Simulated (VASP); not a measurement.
An input for Quantum ESPRESSO's pw.x (written as the equivalent of a VASP run, and not itself run):

```
&CONTROL
  calculation = 'vc-relax'
  pseudo_dir = './pseudo'
  outdir = './out'
  tprnfor = .true.
  tstress = .true.
  nstep = 40
  forc_conv_thr = 0.00078
/
&SYSTEM
  ibrav = 0
  nat = 1
  ntyp = 1
  ecutwfc = 88
  occupations = 'smearing'
  smearing = 'methfessel-paxton'
  degauss = 0.00735
  input_dft = 'pbe'
/
&ELECTRONS
  conv_thr = 7.3e-08
  electron_maxstep = 100
/
&IONS
/
&CELL
  press = 100
/
ATOMIC_SPECIES
  Na 22.990 Na.upf
CELL_PARAMETERS angstrom
    -1.7747056    1.7747056    1.7747056
     1.7747056   -1.7747056    1.7747056
     1.7747056    1.7747056   -1.7747056
ATOMIC_POSITIONS crystal
  Na   0.0000000  0.0000000  0.0000000
K_POINTS automatic
  14 14 14 0 0 0
```

### Question
Translate this input to VASP (INCAR, KPOINTS, POSCAR, choice of POTCAR).

### Answer
Several could match; the one computed here: 
KPOINTS:
```
Regular mesh
0
gamma
14 14 14
0 0 0
```

File POSCAR:
```
Na
1
   -1.7747055648     1.7747055648     1.7747055648
    1.7747055648    -1.7747055648     1.7747055648
    1.7747055648     1.7747055648    -1.7747055648
Na
1
Direct
  0.0000000000   0.0000000000   0.0000000000
```

**INCAR**
```
SYSTEM = Na
PREC = Accurate
ENCUT = 500
EDIFF = 1E-6
NELM = 100
ALGO = Normal
LREAL = .FALSE.
LASPH = .TRUE.
ISMEAR = 1
SIGMA = 0.1
GGA = PE
LWAVE = .FALSE.
LCHARG = .FALSE.
IBRION = 2
ISIF = 3
NSW = 40
EDIFFG = -0.02
PSTRESS = 100
```

POTCAR, in this order: Na_pv (PBE.64 set). Program: vasp_std.

The two are equivalent in intent, not identical: the potentials are each code's own (VASP's PAW set, PseudoDojo norm-conserving files in pw.x), so ENCUT and ecutwfc are chosen apart and not converted; conv_thr bounds pw.x's estimated SCF error, while EDIFF bounds the energy change between steps; forc_conv_thr acts on force components and is met together with etot_conv_thr.

The compound is Na in the bcc structure. It was relaxed first under an external pressure of 10 GPa.
